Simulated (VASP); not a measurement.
BP (zinc blende) relaxed at rising pressure, in one space group throughout; other phases were not tried. The pressures are those reached. All values below come from LDA (Ceperley-Alder, Perdew-Zunger), VASP's LDA PAW potentials (set 64) (plane waves; VASP 6.6.1).

| P (GPa) | V (Å³/atom) | k-mesh |
|---|---|---|
| -0.01 | 11.312 | 10×10×10 |
| 4.98 | 11.011 | 10×10×10 |
| 9.97 | 10.743 | 10×10×10 |
| 19.85 | 10.288 | 10×10×10 |
| 29.82 | 9.904 | 11×11×11 |

A change of mesh leaves a small step in the series.

Question: Fit an equation of state and predict the volume at 44.96 GPa.

Answer: Least squares on the third-order Birch-Murnaghan form, P = (3B0/2)(y⁷ − y⁵)[1 + (3/4)(B′ − 4)(y² − 1)] with y = (V0/V)^(1/3), gives V0 = 11.312 Å³/atom, B0 = 176 GPa and B′ = 3.7, and so 9.421 Å³/atom. The run gave 9.421 Å³/atom, +0.0 % from the fit.

Pressures at which the relaxation failed are left out.

The compound is BP in the zinc blende structure.
